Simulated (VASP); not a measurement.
Consider the following.

```xyz
2
Lattice="0.0000 2.6908 2.6908 2.6908 0.0000 2.6908 2.6908 2.6908 0.0000" Properties=species:S:1:pos:R:3 pbc="T T T"
Zn     0.0000     0.0000     0.0000
S      1.3454     1.3454     1.3454
```

Computed with vdW-DF-cx, VASP's PBE PAW potentials (set 64) (plane waves; VASP). Run with 520 eV cut-off, 10×10×10 Γ-centred mesh, tetrahedra with Blöchl corrections, potentials Zn S.

What does the run give for the energy per atom (σ→0), band gap (on the k-mesh) with the smallest direct gap where there is one?

| Quantity | Result |
|---|---|
| band gap (on the k-mesh) | 2.09 eV |
| smallest direct gap (on the k-mesh) | 2.09 eV |
| energy per atom (σ→0) | -1.235 eV/atom |

The absolute energy has meaning only against runs of the same code, potentials and settings.

The compound is ZnS in the zinc blende structure. It was relaxed first.
